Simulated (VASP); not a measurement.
Calculation: PBEsol GGA, VASP's PBE PAW potentials (set 64) (plane waves; VASP).

A VASP calculation is set up with these files.

**POSCAR**
```
N
1
    0.0000000000     1.5327384760     1.5327384760
    1.5327384760     0.0000000000     1.5327384760
    1.5327384760     1.5327384760     0.0000000000
N
1
Direct
  0.0000000000   0.0000000000   0.0000000000
```

### KPOINTS
```
Automatic mesh
0
Gamma
23 23 23
0 0 0
```

INCAR:
```
NEDOS = 601
EDIFF = 1E-7
LORBIT = 11
ISIF = 2   ! forces and stress, cell fixed
SYSTEM = N
LWAVE = .FALSE.
LREAL = .FALSE.   ! projection in real space or not
LCHARG = .TRUE.
PREC = Accurate
GGA = PS
NELM = 100
LASPH = .TRUE.   ! aspherical one-centre terms
ENCUT = 520   ! plane-wave cut-off (eV)
ISMEAR = -5
ALGO = Normal
```

POTCAR, in this order: N (PBE.64 set). Program: vasp_std.

Problem. What will the output report for the number of irreducible k-points (NKPTS), number of bands (NBANDS), largest plane-wave count, number of space-group operations, FFT grid (NGX, NGY, NGZ)?

Solution. 
number of irreducible k-points (NKPTS): 364
number of bands (NBANDS): 6
largest plane-wave count: 204
number of space-group operations: 48
FFT grid (NGX, NGY, NGZ): 16 × 16 × 16

The structure was generated: N was put into the fcc type (Fm-3m), which need not be its known phase. It was relaxed first, which changed the volume by -5 %.
